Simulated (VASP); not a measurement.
Calculation: PBE GGA + U (Dudarev), VASP's PBE PAW potentials (set 64) (plane waves; VASP).

VASP ran on this input.

POSCAR:
```
CuI
1
    0.0000000000     3.0250000000     3.0250000000
    3.0250000000     0.0000000000     3.0250000000
    3.0250000000     3.0250000000     0.0000000000
Cu I
1 1
Direct
  0.0000000000   0.0000000000   0.0000000000
  0.2500000000   0.2500000000   0.2500000000
```

### INCAR
```
SYSTEM=CuI
PREC=Accurate; ENCUT=300; LREAL=.False.
LASPH=.True.
EDIFF=1E-6; NELM=100; ALGO=Normal
LMAXMIX=4
ISMEAR=-1; SIGMA=0.01
GGA=PE
LDAUL=2 -1
LDAUU=6.0 0
LDAUJ=0 0
LDAU=.True.; LDAUTYPE=2
ISIF=2
LWAVE=.False.; LCHARG=.False.
```

### KPOINTS
```
K-points
0
Gamma
5 5 5
```

POTCAR, in this order: Cu I (PBE.64 set). Program: vasp_std.

The run wrote:

### OSZICAR
```
       N       E                     dE             d eps       ncg     rms          rms(c)
DAV:   1     0.928671467662E+02    0.92867E+02   -0.60196E+03   260   0.981E+02
DAV:   2     0.199132155057E+01   -0.90876E+02   -0.86516E+02   280   0.227E+02
DAV:   3    -0.382345070536E+01   -0.58148E+01   -0.57760E+01   340   0.664E+01
DAV:   4    -0.398941762515E+01   -0.16597E+00   -0.16590E+00   341   0.117E+01
DAV:   5    -0.399179409809E+01   -0.23765E-02   -0.23764E-02   330   0.122E+00    0.363E+00
DAV:   6    -0.397741152169E+01    0.14383E-01   -0.65348E-02   305   0.923E+00    0.218E+00
DAV:   7    -0.397455196537E+01    0.28596E-02   -0.45846E-02   330   0.679E+00    0.907E-01
DAV:   8    -0.397335249982E+01    0.11995E-02   -0.12512E-02   320   0.375E+00    0.854E-02
DAV:   9    -0.397361458623E+01   -0.26209E-03   -0.12638E-03   315   0.281E-01    0.546E-02
DAV:  10    -0.397379861177E+01   -0.18403E-03   -0.36354E-04   260   0.337E-01    0.469E-02
DAV:  11    -0.397379565797E+01    0.29538E-05   -0.31522E-05   371   0.764E-02    0.150E-02
DAV:  12    -0.397379365118E+01    0.20068E-05   -0.60147E-06   365   0.252E-02    0.113E-02
DAV:  13    -0.397379461475E+01   -0.96357E-06   -0.29464E-06   282   0.455E-02
   1 F= -.39737946E+01 E0= -.39737946E+01  d E =-.327693E-11
```

**OUTCAR**
```
------------------------ aborting loop because EDIFF is reached ----------------------------------------
  FORCE on cell =-STRESS in cart. coord.  units (eV):
  Direction    XX          YY          ZZ          XY          YZ          ZX
  --------------------------------------------------------------------------------------
  Total        0.4383596      0.4383596      0.4383596      0.0000000     -0.0000000     -0.0000000
  in kB       12.6862987     12.6862987     12.6862987      0.0000000     -0.0000000     -0.0000000
  external PRESSURE =      12.6862987 kB  Pullay stress =       0.0000000 kB
  volume of cell :       55.36
      direct lattice vectors                 reciprocal lattice vectors
     0.000000000  3.025000000  3.025000000    -0.165289256  0.165289256  0.165289256
     3.025000000  0.000000000  3.025000000     0.165289256 -0.165289256  0.165289256
     3.025000000  3.025000000  0.000000000     0.165289256  0.165289256 -0.165289256
  FREE ENERGIE OF THE ION-ELECTRON SYSTEM (eV)
  ---------------------------------------------------
  free  energy   TOTEN  =        -3.9737946147 eV

  energy  without entropy=       -3.9737946147  energy(sigma->0) =       -3.97379461
```
(Selected blocks of OUTCAR.)

At this cut-off the stress carries a Pulay error, which pulls relaxed volumes low.

The structure is a typed CuI crystal (F-43m). The cell was not relaxed at this level. The run is one of a series of settings (LDAU = .TRUE., LDAUJ = 0 0, LDAUL = 2 -1, LDAUTYPE = 2, LDAUU = 6.0 0 against the base run), some of them coarse on purpose.
